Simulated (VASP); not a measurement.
```
YP
1.0
    3.42875     0.00000     0.00000
    0.00000     3.42875     0.00000
    0.00000     0.00000     3.42875
Y P
1 1
Direct
  0.00000   0.00000   0.00000
  0.50000   0.50000   0.50000
```

All values below come from PBEsol GGA, VASP's PBE PAW potentials (set 64) (plane waves; VASP 6.6.1). Settings: 400 eV cut-off, Gaussian smearing of 0.050 eV, potentials Y_sv P.

Task: Give the energies of bands 6 to 11 at the high-symmetry points, in eV from the Fermi level.

Result: 
```
band      Γ      X      M      R
----  -----  -----  -----  -----
6     -0.96  -5.47  -3.05  -4.43
7     -0.96  -0.96  -3.05  -4.43
8      0.28  -0.96  -0.70  -4.43
9      0.28   0.23   1.29   4.29
10     0.28   4.78   2.06   4.29
11     4.18   5.22   2.06   4.29
```

It has no gap at this level: it comes out as a metal or semimetal.

The structure was generated: YP was put into the CsCl type type (Pm-3m), which need not be its known phase. It was relaxed first, which changed the volume by -30 %.
